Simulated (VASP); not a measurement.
# NiSb (Breithauptite) with AM05 + U: from relaxation to properties, part 11 of 11

Aim: relax NiSb (Breithauptite), then compute properties on the relaxed cell. The start is a cell from a database of measured crystal structures.

VASP 6.6.1, plane waves and PAW; the level of theory is named at each step.

Still holding for the runs below: This run allows spin, but its moments start at zero, where symmetry between the spins tends to hold them, which is where the search above led. A U on the itinerant d states of such a compound is hard to justify; it moves the bands at the Fermi level.

So far. Step 11 (Bands along the symmetry lines (AM05 + U)): There is no gap at this level. Step 12 (Total and projected DOS (AM05 + U)): The finer mesh and the other smearing move the Fermi level by -0.05 eV from the 6×6×4 run, one measure of the sampling error in the zero of the bands above. Of the states within 0.3 eV of the Fermi level, the largest shares in the PAW spheres are Ni d 45 %, Sb p 16 % and Ni p 7 %. The relaxed cell has a = 3.849, c = 5.045 Å (conventional setting).

The database entry behind the starting cell differs from later determinations by our own check (c about 0.3 % short), so it need not match the best structure at ambient conditions.

### 13. Zone-centre phonons (AM05 + U)

Level of this step: AM05, DFT+U (Ni d 4 eV), zero-moment start; plane waves and PAW (Ni, Sb) (VASP).

Zone-centre modes test whether the atoms sit at a minimum within this cell. IBRION = 6 takes the force constants from differences of forces between displaced cells, so the forces must be tight.

Input file INCAR:

```
SYSTEM = NiSb
PREC = Accurate
ENCUT = 400
EDIFF = 1E-08
NELM = 100
ISMEAR = 1
SIGMA = 0.2
LREAL = .FALSE.
ALGO = Normal
GGA = AM
NBANDS = 23
ISPIN = 2
MAGMOM = -0 -0 0 0
LDAU = .TRUE.
LDAUTYPE = 2
LDAUL = 2 -1
LDAUU = 4 0
LDAUJ = 0 0
LDAUPRINT = 1
LASPH = .TRUE.
LMAXMIX = 4
LORBIT = 11
LWAVE = .FALSE.
LCHARG = .FALSE.
KPAR = 8
IBRION = 6
NFREE = 2
POTIM = 0.015
ISIF = 2
NSW = 1
```

Input file POSCAR:

```
NiSb
1.0
    3.8489803542      0.0000000000      0.0000000000
   -1.9244901771      3.3333147654      0.0000000000
    0.0000000000      0.0000000000      5.0447321156
Ni Sb
2 2
Direct
    0.0000000000      0.0000000000      0.0000000000
    0.0000000000      0.0000000000      0.5000000000
    0.3333333333      0.6666666667      0.2500000000
    0.6666666667      0.3333333333      0.7500000000
```

Input file KPOINTS:

```
Automatic mesh
0
Gamma
12 12 8
0 0 0
```

The projector-augmented-wave data sets are Ni and Sb (PBE family, release 64).

The run is started by

```bash
mpirun -np 8 vasp_std
```

The program printed:

```text
[... set-up lines as in an earlier step ...]
 entering main loop
       N       E                     dE             d eps       ncg     rms          rms(c)
DAV:   1     0.158821010833E+03    0.15882E+03   -0.10526E+04  8764   0.112E+03
DAV:   2    -0.919294917191E+01   -0.16801E+03   -0.16021E+03  9258   0.258E+02
DAV:   3    -0.174742239935E+02   -0.82813E+01   -0.81773E+01 10659   0.743E+01
DAV:   4    -0.176175111209E+02   -0.14329E+00   -0.14322E+00  9835   0.947E+00
DAV:   5    -0.176218040211E+02   -0.42929E-02   -0.42928E-02 10901   0.164E+00    0.110E+01
DAV:   6    -0.177470585144E+02   -0.12525E+00   -0.62193E+00  9818   0.461E+01    0.746E+00
DAV:   7    -0.170110547813E+02    0.73600E+00   -0.31648E+00 10357   0.358E+01    0.438E+00
DAV:   8    -0.169372985491E+02    0.73756E-01   -0.44427E-01 10338   0.709E+00    0.561E-01
DAV:   9    -0.169347386249E+02    0.25599E-02   -0.17025E-02 12090   0.146E+00    0.329E-01
DAV:  10    -0.169347337616E+02    0.48634E-05   -0.30499E-03  9551   0.490E-01    0.169E-01
DAV:  11    -0.169347715077E+02   -0.37746E-04   -0.89711E-04 12416   0.485E-01    0.674E-02
DAV:  12    -0.169347883373E+02   -0.16830E-04   -0.20854E-04  9755   0.128E-01    0.573E-02
DAV:  13    -0.169347830430E+02    0.52943E-05   -0.20283E-05 12705   0.408E-02    0.465E-03
DAV:  14    -0.169347836247E+02   -0.58172E-06   -0.32929E-06 10552   0.148E-02    0.407E-03
DAV:  15    -0.169347836316E+02   -0.69135E-08   -0.75670E-08 11047   0.319E-03
   1 F= -.16934784E+02 E0= -.16935210E+02  d E =0.127908E-02  mag=    -0.0000
 Found     4 degrees of freedom:
 Finite differences POTIM= 0.01500 DOF=   4
 bond charge predicted
       N       E                     dE             d eps       ncg     rms          rms(c)
DAV:   1    -0.169337690650E+02    0.10146E-02   -0.10659E+00 29454   0.587E+00    0.103E-01
DAV:   2    -0.169342057966E+02   -0.43673E-03   -0.54402E-03 34781   0.726E-01    0.785E-02
DAV:   3    -0.169341876147E+02    0.18182E-04   -0.44670E-04 35418   0.588E-01    0.735E-02
DAV:   4    -0.169341342685E+02    0.53346E-04   -0.23370E-04 36820   0.457E-01    0.361E-02
DAV:   5    -0.169341196729E+02    0.14596E-04   -0.85043E-05 35311   0.234E-01    0.158E-02
DAV:   6    -0.169341177217E+02    0.19511E-05   -0.17084E-05 40450   0.980E-02    0.318E-03
DAV:   7    -0.169341177665E+02   -0.44768E-07   -0.14825E-06 34656   0.150E-02    0.157E-03
DAV:   8    -0.169341177963E+02   -0.29802E-07   -0.13775E-07 45880   0.479E-03    0.426E-04
DAV:   9    -0.169341177928E+02    0.35279E-08   -0.18666E-08 21046   0.250E-03
   2 F= -.16934118E+02 E0= -.16934543E+02  d E =0.127621E-02  mag=    -0.0000
[...]
3 F= -.16934118E+02 E0= -.16934543E+02  d E =0.127623E-02  mag=     0.0000
[...]
4 F= -.16933705E+02 E0= -.16934130E+02  d E =0.127409E-02  mag=     0.0000
[...]
5 F= -.16933705E+02 E0= -.16934130E+02  d E =0.127409E-02  mag=     0.0000
[...]
6 F= -.16933870E+02 E0= -.16934297E+02  d E =0.128134E-02  mag=     0.0000
[...]
7 F= -.16933870E+02 E0= -.16934297E+02  d E =0.128132E-02  mag=    -0.0000
[...]
8 F= -.16933952E+02 E0= -.16934371E+02  d E =0.125846E-02  mag=     0.0000
 Finite differences progress:
  Degree of freedom:   4/  4
  Displacement:        1/  2
  Total:               7/  8
 bond charge predicted
       N       E                     dE             d eps       ncg     rms          rms(c)
DAV:   1    -0.169331906394E+02    0.76093E-03   -0.16333E-01 12150   0.252E+00    0.138E-01
DAV:   2    -0.169339748706E+02   -0.78423E-03   -0.81784E-03 14446   0.732E-01    0.102E-01
DAV:   3    -0.169340095407E+02   -0.34670E-04   -0.58715E-04 15967   0.689E-01    0.997E-02
DAV:   4    -0.169339668157E+02    0.42725E-04   -0.54883E-04 14327   0.666E-01    0.428E-02
DAV:   5    -0.169339517569E+02    0.15059E-04   -0.70490E-05 16696   0.229E-01    0.796E-03
DAV:   6    -0.169339518412E+02   -0.84335E-07   -0.90064E-06 14993   0.332E-02    0.461E-03
DAV:   7    -0.169339515757E+02    0.26554E-06   -0.13532E-06 14854   0.184E-02    0.112E-03
DAV:   8    -0.169339515997E+02   -0.24039E-07   -0.27660E-07 14892   0.105E-02    0.148E-03
DAV:   9    -0.169339515904E+02    0.93341E-08   -0.87107E-08 14193   0.735E-03
   9 F= -.16933952E+02 E0= -.16934371E+02  d E =0.125844E-02  mag=     0.0000
 Finite differences progress:
  Degree of freedom:   4/  4
  Displacement:        2/  2
  Total:               8/  8
```

Run time: 8.7 min. Hardware: 8 MPI ranks of AMD EPYC 7R43, shared host; peak memory 7.6 GiB.

From OUTCAR (step 13):

```text
   k-points           NKPTS =     95   k-points in BZ     NKDIM =     95   number of bands    NBANDS=     23

   NELECT =      30.0000    total number of electrons

atom =   1  type =  1  l = 2

 onsite density matrix

spin component  1

  0.8736  0.0000  0.0000  0.0455 -0.0000
  0.0000  0.8658  0.0000 -0.0000  0.0455
  0.0000  0.0000  0.8901 -0.0000 -0.0000
  0.0455 -0.0000 -0.0000  0.8658 -0.0000
 -0.0000  0.0455 -0.0000 -0.0000  0.8736

spin component  2

  0.8736 -0.0000 -0.0000  0.0455  0.0000
 -0.0000  0.8658 -0.0000  0.0000  0.0455
 -0.0000 -0.0000  0.8901  0.0000 -0.0000
  0.0455  0.0000  0.0000  0.8658  0.0000
  0.0000  0.0455 -0.0000  0.0000  0.8736

 occupancies and eigenvectors

  o =  0.8240  v =  0.0072 -0.7368  0.0000 -0.0078  0.6760  0.0000  0.0000  0.0000  0.0000  0.0000      0.0000  0.0000  0.0000  0.0000  0.0000  0.0000  0.0000  0.0000  0.0000  0.0000
  o =  0.8240  v = -0.6760 -0.0078  0.0000  0.7368  0.0072  0.0000  0.0000  0.0000  0.0000  0.0000      0.0000  0.0000  0.0000  0.0000  0.0000  0.0000  0.0000  0.0000  0.0000  0.0000
  o =  0.8240  v =  0.0000  0.0000  0.0000  0.0000  0.0000 -0.6593 -0.1629 -0.0000  0.7186  0.1494      0.0000  0.0000  0.0000  0.0000  0.0000  0.0000  0.0000  0.0000  0.0000  0.0000
  o =  0.8240  v =  0.0000  0.0000  0.0000  0.0000  0.0000  0.1494 -0.7186  0.0000 -0.1629  0.6593      0.0000  0.0000  0.0000  0.0000  0.0000  0.0000  0.0000  0.0000  0.0000  0.0000
  o =  0.8901  v =  0.0000  0.0000  1.0000 -0.0000  0.0000  0.0000  0.0000  0.0000  0.0000  0.0000      0.0000  0.0000  0.0000  0.0000  0.0000  0.0000  0.0000  0.0000  0.0000  0.0000
  o =  0.8901  v =  0.0000  0.0000  0.0000  0.0000  0.0000  0.0000 -0.0000 -1.0000 -0.0000 -0.0000      0.0000  0.0000  0.0000  0.0000  0.0000  0.0000  0.0000  0.0000  0.0000  0.0000
  o =  0.9154  v =  0.0000  0.0000  0.0000  0.0000  0.0000  0.1285 -0.6657  0.0000  0.1179 -0.7256      0.0000  0.0000  0.0000  0.0000  0.0000  0.0000  0.0000  0.0000  0.0000  0.0000
  o =  0.9154  v =  0.0000  0.0000  0.0000  0.0000  0.0000 -0.7256 -0.1179 -0.0000 -0.6657 -0.1285      0.0000  0.0000  0.0000  0.0000  0.0000  0.0000  0.0000  0.0000  0.0000  0.0000
  o =  0.9154  v = -0.7044 -0.1985  0.0000 -0.6462 -0.2164  0.0000  0.0000  0.0000  0.0000  0.0000      0.0000  0.0000  0.0000  0.0000  0.0000  0.0000  0.0000  0.0000  0.0000  0.0000
  o =  0.9154  v =  0.2164 -0.6462  0.0000  0.1985 -0.7044  0.0000  0.0000  0.0000  0.0000  0.0000      0.0000  0.0000  0.0000  0.0000  0.0000  0.0000  0.0000  0.0000  0.0000  0.0000

atom =   2  type =  1  l = 2

 onsite density matrix

spin component  1

  0.8736 -0.0000  0.0000 -0.0457 -0.0000
 -0.0000  0.8650 -0.0000 -0.0000 -0.0457
  0.0000 -0.0000  0.8902  0.0000 -0.0000
 -0.0457 -0.0000  0.0000  0.8650  0.0000
 -0.0000 -0.0457 -0.0000  0.0000  0.8736

spin component  2

  0.8736  0.0000 -0.0000 -0.0457  0.0000
  0.0000  0.8650  0.0000  0.0000 -0.0457
 -0.0000  0.0000  0.8902 -0.0000 -0.0000
 -0.0457  0.0000 -0.0000  0.8650 -0.0000
  0.0000 -0.0457 -0.0000 -0.0000  0.8736

 occupancies and eigenvectors

  o =  0.8233  v =  0.0000  0.0000  0.0000  0.0000  0.0000 -0.6563  0.1649 -0.0000 -0.7208  0.1501      0.0000  0.0000  0.0000  0.0000  0.0000  0.0000  0.0000  0.0000  0.0000  0.0000
  o =  0.8233  v =  0.0000  0.0000  0.0000  0.0000  0.0000  0.1501  0.7208  0.0000  0.1649  0.6563      0.0000  0.0000  0.0000  0.0000  0.0000  0.0000  0.0000  0.0000  0.0000  0.0000
  o =  0.8233  v =  0.0067  0.7394  0.0000  0.0073  0.6732  0.0000  0.0000  0.0000  0.0000  0.0000      0.0000  0.0000  0.0000  0.0000  0.0000  0.0000  0.0000  0.0000  0.0000  0.0000
  o =  0.8233  v = -0.6732  0.0073  0.0000 -0.7394  0.0067  0.0000  0.0000  0.0000  0.0000  0.0000      0.0000  0.0000  0.0000  0.0000  0.0000  0.0000  0.0000  0.0000  0.0000  0.0000
  o =  0.8902  v =  0.0000  0.0000  0.0000  0.0000  0.0000  0.0000  0.0000 -1.0000  0.0000 -0.0000      0.0000  0.0000  0.0000  0.0000  0.0000  0.0000  0.0000  0.0000  0.0000  0.0000
[...]
1.924490  1.111105  3.783549     0.000037    0.403145    0.000000

   4 f  =    5.226265 THz    32.837589 2PiTHz  174.329422 cm-1    21.614084 meV
             X         Y         Z           dx          dy          dz
      0.000000  0.000000  0.000000    -0.000000   -0.000000    0.580634
      0.000000  0.000000  2.522366    -0.000000   -0.000000    0.580634
     -0.000000  2.222210  1.261183     0.000000    0.000000   -0.403564
      1.924490  1.111105  3.783549    -0.000000   -0.000000   -0.403564

   5 f  =    4.562314 THz    28.665866 2PiTHz  152.182424 cm-1    18.868207 meV
             X         Y         Z           dx          dy          dz
      0.000000  0.000000  0.000000     0.000000    0.000000    0.000000
      0.000000  0.000000  2.522366     0.000000    0.000000    0.000000
     -0.000000  2.222210  1.261183    -0.000000   -0.000000    0.707107
      1.924490  1.111105  3.783549     0.000000    0.000000   -0.707107

   6 f  =    4.435498 THz    27.869055 2PiTHz  147.952281 cm-1    18.343737 meV
             X         Y         Z           dx          dy          dz
      0.000000  0.000000  0.000000    -0.707107   -0.000113   -0.000000
      0.000000  0.000000  2.522366     0.707107    0.000113    0.000000
     -0.000000  2.222210  1.261183     0.000000   -0.000000   -0.000000
      1.924490  1.111105  3.783549    -0.000000    0.000000   -0.000000

   7 f  =    4.435498 THz    27.869055 2PiTHz  147.952281 cm-1    18.343737 meV
             X         Y         Z           dx          dy          dz
      0.000000  0.000000  0.000000    -0.000113    0.707107   -0.000000
      0.000000  0.000000  2.522366     0.000113   -0.707107    0.000000
     -0.000000  2.222210  1.261183    -0.000000   -0.000000    0.000000
      1.924490  1.111105  3.783549     0.000000    0.000000    0.000000

   8 f  =    4.281234 THz    26.899788 2PiTHz  142.806600 cm-1    17.705754 meV
             X         Y         Z           dx          dy          dz
      0.000000  0.000000  0.000000     0.000000    0.000000   -0.000000
      0.000000  0.000000  2.522366    -0.000000   -0.000000   -0.000000
     -0.000000  2.222210  1.261183     0.707107    0.000006    0.000000
      1.924490  1.111105  3.783549    -0.707107   -0.000006   -0.000000

   9 f  =    4.281234 THz    26.899788 2PiTHz  142.806600 cm-1    17.705754 meV
             X         Y         Z           dx          dy          dz
      0.000000  0.000000  0.000000    -0.000000    0.000000    0.000000
      0.000000  0.000000  2.522366     0.000000   -0.000000   -0.000000
     -0.000000  2.222210  1.261183    -0.000006    0.707107    0.000000
      1.924490  1.111105  3.783549     0.000006   -0.707107   -0.000000

  10 f/i=    0.001473 THz     0.009253 2PiTHz    0.049123 cm-1     0.006090 meV
             X         Y         Z           dx          dy          dz
      0.000000  0.000000  0.000000    -0.134866    0.379917   -0.000000
      0.000000  0.000000  2.522366    -0.134866    0.379917   -0.000000
     -0.000000  2.222210  1.261183    -0.194340    0.547454   -0.000000
      1.924490  1.111105  3.783549    -0.194340    0.547454   -0.000000

  11 f/i=    0.001473 THz     0.009253 2PiTHz    0.049123 cm-1     0.006090 meV
             X         Y         Z           dx          dy          dz
      0.000000  0.000000  0.000000     0.379917    0.134866   -0.000000
      0.000000  0.000000  2.522366     0.379917    0.134866   -0.000000
     -0.000000  2.222210  1.261183     0.547454    0.194340   -0.000000
      1.924490  1.111105  3.783549     0.547454    0.194340   -0.000000

  12 f/i=    0.002604 THz     0.016362 2PiTHz    0.086862 cm-1     0.010770 meV
             X         Y         Z           dx          dy          dz
      0.000000  0.000000  0.000000     0.000000   -0.000000   -0.403564
      0.000000  0.000000  2.522366     0.000000   -0.000000   -0.403564
     -0.000000  2.222210  1.261183     0.000000   -0.000000   -0.580634
      1.924490  1.111105  3.783549     0.000000   -0.000000   -0.580634

 ELASTIC MODULI CONTR FROM IONIC RELAXATION (kBar)
 Direction    XX          YY          ZZ          XY          YZ          ZX
 --------------------------------------------------------------------------------
 XX        -239.8939    239.8939     -0.0000      0.0000      0.0000      0.0000
 YY         239.8939   -239.8939      0.0000     -0.0000      0.0000      0.0000
 ZZ          -0.0000      0.0000     -0.0000     -0.0000      0.0000      0.0000
 XY           0.0000     -0.0000     -0.0000   -239.8939      0.0000      0.0000
 YZ           0.0000      0.0000      0.0000      0.0000      0.0000      0.0000
 ZX           0.0000      0.0000      0.0000      0.0000      0.0000      0.0000
 --------------------------------------------------------------------------------

[... 8 parts as in an earlier step ...]

[... 10 further parts left out ...]
[key lines of the parts left out:]
E-fermi :  10.5067
```

The last energy, forces, stress and levels in OUTCAR belong to the last displaced cell, not to the cell of POSCAR.

This step gave:

| Item | Value |
| --- | --- |
| bands | 23 |
| irreducible k-points | 95 |
| pressure of the cell | -0.1132 GPa |
| largest force of the cell | 0 eV/Å |

The modes at Γ (shares of kinetic energy by element, %):

| mode | frequency (cm⁻¹) | symmetry | Ni % | Sb % |
| --- | --- | --- | --- | --- |
| 1 | -0.1 | acoustic | 33 | 67 |
| 2 | 0.0 | acoustic | 33 | 67 |
| 3 | 0.0 | acoustic | 33 | 67 |
| 4 | 142.8 | E2g | 0 | 100 |
| 5 | 142.8 | E2g | 0 | 100 |
| 6 | 148.0 | E2u | 100 | 0 |
| 7 | 148.0 | E2u | 100 | 0 |
| 8 | 152.2 | Bg | 0 | 100 |
| 9 | 174.3 | A2u | 67 | 33 |
| 10 | 221.1 | E1u | 67 | 33 |
| 11 | 221.1 | E1u | 67 | 33 |
| 12 | 261.7 | Bu | 100 | 0 |

Displacements in mode 4 (142.8 cm⁻¹), the largest set to 1:
```
Ni1  0.00  0.00  0.00
Ni2  0.00  0.00  0.00
Sb3  0.00  1.00  0.00
Sb4  0.00 -1.00  0.00
```

Displacements in mode 12 (261.7 cm⁻¹), the largest set to 1:
```
Ni1  0.00  0.00 -1.00
Ni2  0.00  0.00  1.00
Sb3  0.00  0.00  0.00
Sb4  0.00  0.00  0.00
```

The three acoustic modes lie within 0.1 cm⁻¹ of zero, and all others are real. By the characters of their eigenvectors the optical modes sort into (cm⁻¹) Raman active: E2g 143; infrared active: A2u 174, E1u 221; silent: E2u 148, Bg 152, Bu 262. B labels carry no number here, since it depends on the setting of the axes. With a centre of inversion no mode is active in both.

### 14. What came out

```yaml
relaxed_volume: 16.18 Å³/atom
relaxed_conventional_cell_a_b_c: 3.849, 3.849, 5.045 Å; angles 90.0, 90.0, 120.0°
space_group_after_relaxing_within_0p02_a: P6_3/mmc (No. 194)
moment_of_the_cell: 0 μB
band_gap: none, a metal
dos_at_the_fermi_level: 1.64 states/eV/cell
highest_zone_centre_mode: 262 cm⁻¹
```

What this shows: With AM05 + U, NiSb (Breithauptite) relaxes to 16.18 Å³/atom in space group P6_3/mmc (held by the symmetry of the run) and comes out as a metal. Against the listed cell the volume lies -5.4 % (a -2.0 %, c -1.5 %). At AM05 + U the magnetic starts gave no state below the non-magnetic one; other levels were not tested for magnetism. Bands along the symmetry lines (AM05 + U): Of the bands kept, 4 cross the Fermi level on this path. Zone-centre phonons (AM05 + U): The highest mode in this list at Γ, 261.7 cm⁻¹, is mostly motion of Ni (100 % of the kinetic energy). Spin-orbit coupling is left out, and with elements this heavy it would split and shift bands near the Fermi level. The k-sampling is coarse for a metal, so the Fermi level, pressures and the shape of the cell carry errors. Modes at Γ alone can't show that the crystal is stable at other wave vectors. In such a metal, moments, volume and the states at the Fermi level hinge on the chosen U. No search among competing phases was made, and a listed structure need not be the one stable at ambient conditions. All values are for a static lattice at zero temperature.

[Lines on the potential files, build, host, timing and source positions are cut from VASP's logs without a mark.]

[Logs are printed without paths, hosts, clocks, repeated set-up lines and the standing remarks that a program may print on its own settings, such as how far it seeks lower states.]

[Hosts, paths, dates, database ids (printed as entryN), source tags and the programs' standing remarks are cut or masked in the printed files.]

[A measured line is paired with the nearest computed mode of its activity, which favours agreement.]

[In band tables of VASP the shares of atoms and orbitals are scaled to a sum of 1 inside the atoms' spheres.]
